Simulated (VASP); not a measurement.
Runs of VASP 6.6.1 on NaF (Villiaumite). The structure is cubic, space group Fm-3m (No. 225). Conventional cell: a = 4.640 Å, b = 4.640 Å, c = 4.640 Å, α = 90.00°, β = 90.00°, γ = 90.00°. Around Na (site symmetry m-3m) lie 6 F at 2.32 Å. F (site symmetry m-3m) has 6 Na at 2.32 Å as nearest neighbours. 

| level | potentials or basis | gap on the mesh (eV) | pressure (GPa) | relaxed volume (Å³/atom) |
| --- | --- | --- | --- | --- |
| PBE+D3(BJ) | VASP PAW PBE potentials, release 64 (Na_pv, F) | 6.34 | -0.1 | 12.36 |
| LDA | VASP PAW LDA potentials, release 64 (Na_pv, F) | (c) | -0.1 | 11.38 |
| PBE | VASP PAW PBE potentials, release 64 (Na_pv, F) | (a) | 0.0 | (b) |
| PBEsol | VASP PAW PBE potentials, release 64 (Na_pv, F) | 6.18 | 0.0 | 12.39 |

Alike in all rows: task relaxation of cell and atoms; no spin polarisation; cell relaxed; k mesh 10 × 10 × 10; cutoff (eV) 600; smearing gaussian 0.03 eV.

**Question.** Estimate the missing entries.

**Answer.** (a) 6.10; (b) 12.93; (c) 6.46.

Caveats: the PAW data sets were made with another functional, which shifts forces and pressure a little (some runs).

A k mesh can miss the band edges.

Not every run made on this cell is shown here.
